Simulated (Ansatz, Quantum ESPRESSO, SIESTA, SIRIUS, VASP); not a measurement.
**Zr3S2: programs and potentials compared**

```
Zr S
1.0
     2.90254    1.67578    3.48777
    -2.90254    1.67578    3.48777
     0.00000   -3.35156    3.48777
Zr S
3 2
Cartesian
  0.9832 1.7029 5.2317
  0.9832 -1.7029 5.2317
  -1.9663 0.0000 5.2317
  0.0000 0.0000 6.9583
  0.0000 0.0000 3.5050
```

The cell comes from a database or a generator and needn't be the stable form of this composition.

Alike in all runs: task single point; functional PBE; k mesh 6 × 6 × 6; occupations fermi-dirac, width 0.05 eV; no spin polarisation; no spin-orbit coupling. A missing gap at this level doesn't show that the real crystal is a metal. Pressure is positive in compression and, in plane waves, holds the error of the finite cutoff, which Ansatz's Pulay term estimates and takes out.

| program and potentials | plane-wave cutoff (eV) | notes | band gap (eV) | pressure (GPa) | largest force (eV/Å) |
| --- | --- | --- | --- | --- | --- |
| Ansatz, Ansatz PAW | 420 | Pulay term of +0.02 GPa included | no gap | -0.92 | 0.057 |
| VASP, PBE PAW files S, Zr_sv, 520 eV | 520 | - | no gap | -0.90 | 0.055 |
| SIESTA, files PseudoDojo sr-pbe-0.4.1-standard, DZP (energy shift 0.003 Ry; two zetas on semicore shells) | - | atomic basis | no gap | 0.58 | 0.072 |
| SIRIUS, PseudoDojo 0.4.1 PBE standard (scalar relativistic) | 915 | - | no gap | -0.86 | 0.054 |
| Quantum ESPRESSO, SSSP 1.3 efficiency PBE | 748 | - | no gap | -1.01 | 0.059 |

Force on atom 3 (Zr), eV/Å:

```csv
program and potentials,x,y,z
"Ansatz, Ansatz PAW",0.057,0.000,0.000
"VASP, PBE PAW files S, Zr_sv, 520 eV",0.055,0.000,0.000
"SIESTA, files PseudoDojo sr-pbe-0.4.1-standard, DZP (energy shift 0.003 Ry; two zetas on semicore shells)",-0.072,0.000,0.000
"SIRIUS, PseudoDojo 0.4.1 PBE standard (scalar relativistic)",0.054,0.000,0.000
"Quantum ESPRESSO, SSSP 1.3 efficiency PBE",0.059,0.000,0.000
```

None finds a gap. The pressure spans -1.01 (Quantum ESPRESSO, SSSP 1.3 efficiency PBE) to 0.58 GPa (SIESTA, files PseudoDojo sr-pbe-0.4.1-standard, DZP (energy shift 0.003 Ry; two zetas on semicore shells)). Rows in atomic bases carry the error of their basis and grid, which can be large.

Differences between rows come from potentials, basis sets and numerical settings, since the functional is the same but for its coding. Runs on potential files found faulty are left out.
